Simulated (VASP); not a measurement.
# Lithium under strain, part 2 of 3

Aim: follow the pressure of Lithium through compression, expansion and shear. All runs use LDA. The start is a cell from a database of measured crystal structures.

VASP 6.6.1; LDA; plane waves and PAW (Li_sv).

Still holding for the runs below: This run has no spin polarisation. Its electron count is odd, so without a moment it is a metal by construction. The k-mesh is coarse for a metal.

So far, pressure (GPa): step 2 (reference run) -1.75; step 4 (bands, volume times 1.04) -2.04.

## (5) Bands, volume times 1.08

The cell is expanded evenly, with fractional positions held. The mesh changes to 10×10×10.

Contents of INCAR:

```
SYSTEM = Li
PREC = Accurate
ENCUT = 650
EDIFF = 1E-06
NELM = 100
ISMEAR = -1
SIGMA = 0.05
LREAL = .FALSE.
ALGO = Normal
GGA = CA
NBANDS = 12
LORBIT = 11
LWAVE = .FALSE.
LCHARG = .FALSE.
KPAR = 2
```

Contents of POSCAR:

```
Li
1.0
   -1.8002455769      1.8002455769      1.8002455769
    1.8002455769     -1.8002455769      1.8002455769
    1.8002455769      1.8002455769     -1.8002455769
Li
1
Direct
    0.0000000000      0.0000000000      0.0000000000
```

Contents of KPOINTS:

```
Automatic mesh
0
Gamma
10 10 10
0 0 0
```

Contents of KPOINTS_OPT:

```
Line mode
16
Line-mode
Reciprocal
  0.00000000   0.00000000   0.00000000 GAMMA
  0.50000000  -0.50000000   0.50000000 H

  0.50000000  -0.50000000   0.50000000 H
  0.00000000   0.00000000   0.50000000 N

  0.00000000   0.00000000   0.50000000 N
  0.00000000   0.00000000   0.00000000 GAMMA

  0.00000000   0.00000000   0.00000000 GAMMA
  0.25000000   0.25000000   0.25000000 P

  0.25000000   0.25000000   0.25000000 P
  0.50000000  -0.50000000   0.50000000 H

  0.25000000   0.25000000   0.25000000 P
  0.00000000   0.00000000   0.50000000 N
```

The projector-augmented-wave data sets are Li_sv (LDA family, release 64).

Run with:

```
> mpirun -np 2 vasp_std
```

The log of the run:

```text
[... set-up lines as in an earlier step ...]
 entering main loop
       N       E                     dE             d eps       ncg     rms          rms(c)
DAV:   1     0.285931517554E+01    0.28593E+01   -0.69840E+02  1136   0.186E+02
DAV:   2    -0.187884920415E+01   -0.47382E+01   -0.45413E+01  1528   0.456E+01
DAV:   3    -0.200618575326E+01   -0.12734E+00   -0.12684E+00  1460   0.617E+00
DAV:   4    -0.200773195945E+01   -0.15462E-02   -0.15461E-02  1312   0.662E-01
DAV:   5    -0.200775183238E+01   -0.19873E-04   -0.19873E-04  1432   0.755E-02    0.320E-01
DAV:   6    -0.200661996580E+01    0.11319E-02   -0.30177E-04  1744   0.525E-02    0.180E-01
DAV:   7    -0.200603060288E+01    0.58936E-03   -0.62149E-04  1820   0.786E-02    0.235E-02
DAV:   8    -0.200603291110E+01   -0.23082E-05   -0.10741E-05  1356   0.181E-02    0.902E-04
DAV:   9    -0.200603292843E+01   -0.17329E-07   -0.14423E-07  1044   0.237E-03
   1 F= -.20060329E+01 E0= -.20027903E+01  d E =-.648530E-02
 Start KPOINTS_OPT (optional k-point list driver)
k-point batch [1-47\96]
       N       E                     dE             ncg
DAV:   1    -0.407067499489E+04   -0.84762E+04     1128
DAV:   2    -0.427797836183E+04   -0.20730E+03     1508
DAV:   3    -0.428313170237E+04   -0.51533E+01     1440
DAV:   4    -0.428319967162E+04   -0.67969E-01     1240
DAV:   5    -0.428320048196E+04   -0.81035E-03     1480
DAV:   6    -0.428320049405E+04   -0.12090E-04     1300
DAV:   7    -0.428320049428E+04   -0.22891E-06     1240
[...]
k-point batch [95-96\96]
       N       E                     dE             ncg
DAV:   1     0.454250966049E+04   -0.34698E+03       48
DAV:   2     0.453618329308E+04   -0.63264E+01       60
DAV:   3     0.453590917588E+04   -0.27412E+00       76
DAV:   4     0.453590873916E+04   -0.43671E-03       52
DAV:   5     0.453590873577E+04   -0.33968E-05       60
DAV:   6     0.453590873570E+04   -0.62801E-07       56
```

Run time: 6.4 s. Hardware: 2 MPI ranks of Intel Xeon 6975P-C (Granite Rapids), shared host; peak memory 0.25 GiB; 12 s of CPU time.

OUTCAR, selected parts (step 5):

```text
   ENCUT  =  650.0 eV  47.77 Ry    6.91 a.u.   6.48  6.48  6.48*2*pi/ulx,y,z

   NELECT =       3.0000    total number of electrons

 E-fermi :   0.2573

 k-point     1 :       0.0000    0.0000    0.0000
  band No.  band energies     occupation
      1     -45.6465      2.00000
      2      -3.0917      2.00000
      3      13.1895      0.00000
      4      13.1895      0.00000
      5      13.1895      0.00000
      6      17.9148      0.00000
      7      17.9148      0.00000
    ...

  Total       -0.3374648     -0.3374648     -0.3374648     -0.0000000      0.0000000     -0.0000000
  in kB      -23.1677480    -23.1677480    -23.1677480     -0.0000000      0.0000000     -0.0000000
  external PRESSURE =     -23.1677480 kB  Pullay stress =       0.0000000 kB

  FREE ENERGIE OF THE ION-ELECTRON SYSTEM (eV)
  ---------------------------------------------------
  free  energy   TOTEN  =        -2.0060329284 eV

  energy  without entropy=       -1.9995476312  energy(sigma->0) =       -2.00279028

[... 5 parts as in an earlier step ...]

[... 12 further parts left out ...]
```

Numbers from this step:

- free energy (TOTEN): -2.006 eV
- energy at zero smearing: -2.003 eV
- Fermi energy: 0.2573 eV
- pressure: -2.317 GPa

The electronic bands at the labelled points (eV, zero at the Fermi level; # counts the bands kept, so #1 is VASP's band 2):

```tsv
point	#1	#2	#3
Γ	-3.35	12.93	12.93
0.47 of the way	-1.40	8.01	8.01
H	4.93	4.93	4.93
0.47 of the way	1.83	3.51	6.12
N	0.24	2.82	9.21
0.53 of the way	-2.38	8.28	10.67
Γ	-3.35	12.93	12.93
0.47 of the way	-1.90	8.39	8.39
P	3.08	3.08	3.08
0.47 of the way	2.27	2.27	5.35
H	4.93	4.93	4.93
jump to P	3.08	3.08	3.08
0.47 of the way	1.05	2.95	6.32
N	0.24	2.82	9.21
```

The electronic bands as a text plot (rows in eV, shown from -3.3 to 3.1 only):

```
    2.9 |                 ****                  *      *   ******
    2.7 |                                        *    *    *
    2.4 |         *                            *  *
    2.1 |               *                          ***
    1.9 |                                                   *
    1.6 |        *
    1.3 |                *                                   *
    1.1 |
    0.8 |                 *                   *               *
    0.5 |                  *                                   *
    0.3 |                   **               *                  *
    0.0 |       *
   -0.3 |                     *
   -0.5 |                      *
   -0.8 |      *
   -1.1 |                                   *
   -1.3 |     *                 *          *
   -1.6 |
   -1.9 |    *
   -2.1 |                        *
   -2.4 |                                 *
   -2.7 |   *                     *      *
   -2.9 |  *                       *
   -3.2 |**                         *****
         Γ           H       N        Γ         P        H|P    N
```

 The pressure is -2.32 GPa.

Of the bands kept, 1 crosses the Fermi level on this path.

## (6) Bands, sheared, principal strains -2.2, +0.2, +2.0 %

The cell is sheared at fixed volume, which lowers its symmetry.

INCAR is that of step 5.

Contents of POSCAR:

```
Li
1.0
   -1.7891050000      1.7909190000      1.7400480000
    1.7530650000     -1.8055900000      1.7186790000
    1.7551180000      1.7716030000     -1.7547200000
Li
1
Direct
    0.0000000000      0.0000000000      0.0000000000
```

Contents of KPOINTS:

```
Automatic mesh
0
Gamma
11 11 11
0 0 0
```

Contents of KPOINTS_OPT:

```
Line mode
16
Line-mode
Reciprocal
 -0.50000000   0.50000000   0.00000000 X
  0.00000000   0.00000000   0.00000000 GAMMA

  0.00000000   0.00000000   0.00000000 GAMMA
  0.50000000   0.00000000   0.00000000 Y

  0.00000000   0.50000000   0.00000000 L
  0.00000000   0.00000000   0.00000000 GAMMA

  0.00000000   0.00000000   0.00000000 GAMMA
  0.00000000   0.00000000  -0.50000000 Z

 -0.50000000   0.50000000  -0.50000000 N
  0.00000000   0.00000000   0.00000000 GAMMA

  0.00000000   0.00000000   0.00000000 GAMMA
  0.50000000   0.00000000  -0.50000000 M

  0.00000000   0.50000000  -0.50000000 R
  0.00000000   0.00000000   0.00000000 GAMMA
```

Run with:

```
> mpirun -np 2 vasp_std
```

The log of the run:

```text
[... set-up lines as in an earlier step ...]
 entering main loop
       N       E                     dE             d eps       ncg     rms          rms(c)
DAV:   1     0.289968994433E+01    0.28997E+01   -0.73949E+02 15992   0.193E+02
DAV:   2    -0.189848362059E+01   -0.47982E+01   -0.46147E+01 21232   0.463E+01
DAV:   3    -0.203456854614E+01   -0.13608E+00   -0.13566E+00 20816   0.605E+00
DAV:   4    -0.203650630574E+01   -0.19378E-02   -0.19376E-02 18384   0.660E-01
DAV:   5    -0.203652628289E+01   -0.19977E-04   -0.19977E-04 20228   0.666E-02    0.268E-01
DAV:   6    -0.203544152765E+01    0.10848E-02   -0.32068E-04 24512   0.521E-02    0.149E-01
DAV:   7    -0.203488752894E+01    0.55400E-03   -0.66462E-04 26108   0.774E-02    0.259E-02
DAV:   8    -0.203489008608E+01   -0.25571E-05   -0.11183E-05 18748   0.187E-02    0.744E-04
DAV:   9    -0.203489010592E+01   -0.19845E-07   -0.19047E-07 14852   0.272E-03
   1 F= -.20348901E+01 E0= -.20331416E+01  d E =-.349710E-02
 Start KPOINTS_OPT (optional k-point list driver)
k-point batch [1-112\112]
       N       E                     dE             ncg
DAV:   1    -0.787289750832E+04   -0.15731E+05     2688
DAV:   2    -0.835475758979E+04   -0.48186E+03     3552
DAV:   3    -0.836772677740E+04   -0.12969E+02     3544
DAV:   4    -0.836790283858E+04   -0.17606E+00     3028
DAV:   5    -0.836790640037E+04   -0.35618E-02     3512
DAV:   6    -0.836790645553E+04   -0.55164E-04     3008
DAV:   7    -0.836790645638E+04   -0.85101E-06     2768
```

It took 36 s on 2 MPI ranks; peak memory 0.75 GiB.

Parts of OUTCAR (step 6):

```text
   k-points           NKPTS =    666   k-points in BZ     NKDIM =    666   number of bands    NBANDS=     12

   ENCUT  =  650.0 eV  47.77 Ry    6.91 a.u.   6.39  6.34  6.34*2*pi/ulx,y,z

   NELECT =       3.0000    total number of electrons

 E-fermi :   0.4601

 k-point     1 :       0.0000    0.0000    0.0000
  band No.  band energies     occupation
      1     -45.3127      2.00000
      2      -2.9927      2.00000
      3      13.8835      0.00000
      4      14.0558      0.00000
      5      14.3916      0.00000
      6      18.5647      0.00000
      7      18.9807      0.00000
    ...

  Total       -0.2349189     -0.2426730     -0.2302878      0.0369148      0.0152031      0.0291334
  in kB      -17.4179492    -17.9928774    -17.0745803      2.7370283      1.1272231      2.1600802
  external PRESSURE =     -17.4951356 kB  Pullay stress =       0.0000000 kB

 POSITION                                       TOTAL-FORCE (eV/Angst)
 -----------------------------------------------------------------------------------
      0.00000      0.00000      0.00000         0.000000      0.000000      0.000000
 -----------------------------------------------------------------------------------
    total drift:                               -0.000000     -0.000000     -0.000000

  FREE ENERGIE OF THE ION-ELECTRON SYSTEM (eV)
  ---------------------------------------------------
  free  energy   TOTEN  =        -2.0348901059 eV

  energy  without entropy=       -2.0313930023  energy(sigma->0) =       -2.03314155

[... 3 parts as in an earlier step ...]

[... 12 further parts left out ...]
```

The path and its labels are those of the sheared lattice, so a letter need not mean the same point as in the unstrained cell.

This step gave:

| Item | Value |
| --- | --- |
| irreducible k-points | 666 |
| symmetry operations | 2 |
| free energy (TOTEN) | -2.035 eV |
| energy at zero smearing | -2.033 eV |
| Fermi energy | 0.4601 eV |
| pressure | -1.750 GPa |

The electronic bands at the labelled points (eV, zero at the Fermi level; # counts the bands kept, so #1 is VASP's band 2):

```tsv
point	#1	#2	#3
X	0.07	2.85	9.97
0.47 of the way	-2.20	7.37	11.11
Γ	-3.45	13.42	13.60
0.53 of the way	-2.15	7.85	10.86
Y	0.25	3.11	9.67
jump to L	0.37	3.27	9.39
0.47 of the way	-2.11	8.17	10.63
Γ	-3.45	13.42	13.60
0.47 of the way	-2.46	8.78	11.31
Z	0.23	3.08	9.77
jump to N	4.86	5.19	5.50
0.47 of the way	-0.88	7.61	7.92
Γ	-3.45	13.42	13.60
0.47 of the way	-2.47	8.67	11.14
M	0.19	3.02	9.61
jump to R	0.18	3.00	9.67
0.47 of the way	-2.17	7.66	10.84
Γ	-3.45	13.42	13.60
```

The electronic bands as a text plot (rows in eV, shown from -3.5 to 5.5 only):

```
    5.3 |                               *
    4.9 |                            *                 *   *
    4.6 |             *  *
    4.2 | *
    3.8 |                             *                 *
    3.5 |              **               *                 *
    3.1 |*                             *                 *
    2.7 |
    2.3 |                                *
    2.0 |
    1.6 |                                 *
    1.2 |
    0.8 |
    0.5 |
    0.1 |*             **              *                 *
   -0.3 |                             *    *            * *
   -0.7 | *           *  *
   -1.0 |                            *      *          *   *
   -1.4 |  *         *    *
   -1.8 |                           *                 *     *
   -2.1 |   *       *      *                 *
   -2.5 |                   *      *          *      *       *
   -2.9 |    *     *              *                 *         *
   -3.3 |     *****          *****             *****           **
         X      Γ      Y|L     Γ      Z|N        Γ      M|R     Γ
```

 The pressure is -1.75 GPa, and the symmetry operations fall from 48 to 2.

## (7) Bands, volume times 0.96

The cell is compressed evenly, with fractional positions held.

INCAR is that of step 6.

Contents of POSCAR:

```
Li
1.0
   -1.7309356065      1.7309356065      1.7309356065
    1.7309356065     -1.7309356065      1.7309356065
    1.7309356065      1.7309356065     -1.7309356065
Li
1
Direct
    0.0000000000      0.0000000000      0.0000000000
```

KPOINTS is that of step 6.

Contents of KPOINTS_OPT:

```
Line mode
16
Line-mode
Reciprocal
  0.00000000   0.00000000   0.00000000 GAMMA
  0.50000000  -0.50000000   0.50000000 H

  0.50000000  -0.50000000   0.50000000 H
  0.00000000   0.00000000   0.50000000 N

  0.00000000   0.00000000   0.50000000 N
  0.00000000   0.00000000   0.00000000 GAMMA

  0.00000000   0.00000000   0.00000000 GAMMA
  0.25000000   0.25000000   0.25000000 P

  0.25000000   0.25000000   0.25000000 P
  0.50000000  -0.50000000   0.50000000 H

  0.25000000   0.25000000   0.25000000 P
  0.00000000   0.00000000   0.50000000 N
```

Run with:

```
> mpirun -np 2 vasp_std
```

The log of the run:

```text
[... set-up lines as in an earlier step ...]
 entering main loop
       N       E                     dE             d eps       ncg     rms          rms(c)
DAV:   1     0.305230808235E+01    0.30523E+01   -0.76546E+02  1344   0.193E+02
DAV:   2    -0.190558789591E+01   -0.49579E+01   -0.48075E+01  1756   0.481E+01
DAV:   3    -0.204260668744E+01   -0.13702E+00   -0.13674E+00  1764   0.614E+00
DAV:   4    -0.204445640787E+01   -0.18497E-02   -0.18496E-02  1544   0.647E-01
DAV:   5    -0.204447757773E+01   -0.21170E-04   -0.21170E-04  1696   0.653E-02    0.240E-01
DAV:   6    -0.204345712402E+01    0.10205E-02   -0.33577E-04  2040   0.523E-02    0.133E-01
DAV:   7    -0.204294842391E+01    0.50870E-03   -0.69830E-04  2176   0.773E-02    0.275E-02
DAV:   8    -0.204295116658E+01   -0.27427E-05   -0.11862E-05  1588   0.196E-02    0.723E-04
DAV:   9    -0.204295120270E+01   -0.36115E-07   -0.25133E-07  1272   0.308E-03
   1 F= -.20429512E+01 E0= -.20410416E+01  d E =-.381918E-02
 Start KPOINTS_OPT (optional k-point list driver)
k-point batch [1-56\96]
       N       E                     dE             ncg
DAV:   1    -0.480623576631E+04   -0.94788E+04     1344
DAV:   2    -0.504239444948E+04   -0.23616E+03     1776
DAV:   3    -0.504941556902E+04   -0.70211E+01     1756
DAV:   4    -0.504948728009E+04   -0.71711E-01     1580
DAV:   5    -0.504948791238E+04   -0.63228E-03     1668
DAV:   6    -0.504948792128E+04   -0.89006E-05     1548
DAV:   7    -0.504948792144E+04   -0.15909E-06     1352
k-point batch [57-96\96]
       N       E                     dE             ncg
DAV:   1    -0.313015118535E+04   -0.86796E+04      960
DAV:   2    -0.327518000938E+04   -0.14503E+03     1336
DAV:   3    -0.327790432912E+04   -0.27243E+01     1264
DAV:   4    -0.327792572200E+04   -0.21393E-01     1120
DAV:   5    -0.327792595814E+04   -0.23614E-03     1224
DAV:   6    -0.327792596161E+04   -0.34642E-05     1196
DAV:   7    -0.327792596166E+04   -0.51113E-07     1136
```

Elapsed: 6.6 s, on 2 MPI ranks; peak memory 0.27 GiB; 12 s of CPU time.

OUTCAR, selected parts (step 7):

```text
   ENCUT  =  650.0 eV  47.77 Ry    6.91 a.u.   6.23  6.23  6.23*2*pi/ulx,y,z

   NELECT =       3.0000    total number of electrons

 E-fermi :   0.5589

 k-point     1 :       0.0000    0.0000    0.0000
  band No.  band energies     occupation
      1     -45.1295      2.00000
      2      -2.9338      2.00000
      3      14.6432      0.00000
      4      14.6432      0.00000
      5      14.6432      0.00000
      6      19.6120      0.00000
      7      19.6120      0.00000
    ...

  Total       -0.1727636     -0.1727636     -0.1727636     -0.0000000     -0.0000000     -0.0000000
  in kB      -13.3432034    -13.3432034    -13.3432034     -0.0000000     -0.0000000     -0.0000000
  external PRESSURE =     -13.3432034 kB  Pullay stress =       0.0000000 kB

  FREE ENERGIE OF THE ION-ELECTRON SYSTEM (eV)
  ---------------------------------------------------
  free  energy   TOTEN  =        -2.0429512027 eV

  energy  without entropy=       -2.0391320233  energy(sigma->0) =       -2.04104161

[... 6 parts as in an earlier step ...]

[... 11 further parts left out ...]
```

Numbers from this step:

```yaml
irreducible_k_points: 56
symmetry_operations: 48
free_energy_toten: -2.043 eV
energy_at_zero_smearing: -2.041 eV
fermi_energy: 0.5589 eV
pressure: -1.334 GPa
```

Electronic bands along the path, in eV, zero at the Fermi level; # counts the bands kept, so #1 is VASP's band 2:

```tsv
point	#1	#2	#3
Γ	-3.49	14.08	14.08
0.53 of the way	-0.80	7.91	7.91
H	5.33	5.33	5.33
0.47 of the way	1.94	3.85	6.62
N	0.22	3.19	10.00
0.47 of the way	-2.18	7.99	11.23
Γ	-3.49	14.08	14.08
0.47 of the way	-1.98	9.06	9.06
P	3.30	3.30	3.30
0.53 of the way	2.61	2.61	5.92
H	5.33	5.33	5.33
jump to P	3.30	3.30	3.30
0.47 of the way	1.09	3.25	6.81
N	0.22	3.19	10.00
```

The electronic bands as a text plot (rows in eV, shown from -3.5 to 3.3 only):

```
    3.2 |                   **                  *      *   ******
    2.9 |                                        *    *    *
    2.6 |         *                            *
    2.3 |               *                         ****
    2.0 |
    1.7 |        *                                          *
    1.5 |                *                                   *
    1.2 |
    0.9 |                 *                   *
    0.6 |                  *                                  *
    0.3 |                   **               *                 **
    0.0 |       *
   -0.2 |                     *
   -0.5 |                      *
   -0.8 |      *
   -1.1 |                                   *
   -1.4 |     *                 *
   -1.7 |                                  *
   -1.9 |    *
   -2.2 |                        *
   -2.5 |                                 *
   -2.8 |   *                     *      *
   -3.1 |  *                       *
   -3.4 |**                         *****
         Γ           H       N        Γ         P        H|P    N
```

 The pressure is -1.33 GPa.

Of the bands kept, 1 crosses the Fermi level on this path.

[end of part 2 of 3]

[Lines on the potential files, build, host, timing and source positions are cut from VASP's logs without a mark.]

[Logs are printed without paths, hosts, clocks, repeated set-up lines and the standing remarks that a program may print on its own settings, such as how far it seeks lower states.]

[Hosts, paths, dates, database ids (printed as entryN), source tags and the programs' standing remarks are cut or masked in the printed files.]

[A measured line is paired with the nearest computed mode of its activity, which favours agreement.]
